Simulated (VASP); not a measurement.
Data:

```yaml
crystal:
  lattice:
    - [0.00000, 2.75216, 2.75216]
    - [2.75216, 0.00000, 2.75216]
    - [2.75216, 2.75216, 0.00000]
  atoms:
    - { symbol: Li, position: [0.00000, 0.00000, 0.00000] }
    - { symbol: Br, position: [0.50000, 0.50000, 0.50000] }
```

The numbers are results of PBE GGA, VASP's PBE PAW potentials (set 64) (plane waves; VASP), not measurements. Numerical set-up: 620 eV cut-off, 8×8×8 Γ-centred mesh, Gaussian smearing of 0.050 eV, potentials Li_sv Br.

Problem. Predict the energy per atom (σ→0), band gap (on the k-mesh) with the smallest direct gap where there is one.

Solution. 
* **band gap (on the k-mesh)**: 4.94 eV
* **smallest direct gap (on the k-mesh)**: 4.94 eV
* **energy per atom (σ→0)**: -3322 meV/atom

Total energies compare only between runs with the same potentials, cut-off and functional.

The compound is LiBr in the rock salt structure. It was relaxed first.
